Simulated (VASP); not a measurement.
Data:

```
BeSe
1.0
    0.00000     2.59080     2.59080
    2.59080     0.00000     2.59080
    2.59080     2.59080     0.00000
Be Se
1 1
Direct
  0.00000   0.00000   0.00000
  0.25000   0.25000   0.25000
```

The numbers are results of PBE GGA, VASP's PBE PAW potentials (set 64) (plane waves; VASP), not measurements. Numerical set-up: PREC = Normal, EDIFF = 1E-5, 400 eV cut-off, 9×9×9 Γ-centred mesh, Gaussian smearing of 0.050 eV, potentials Be Se.

Problem. What does the run give for the energy per atom (σ→0)?

Solution. 
```
Quantity                       Result
---------------------  --------------
energy per atom (σ→0)  -4.429 eV/atom
```

Total energies compare only between runs with the same potentials, cut-off and functional.

The structure comes from a computed database's BeSe entry (F-43m); how it stands against other phases isn't given here. It was relaxed first.
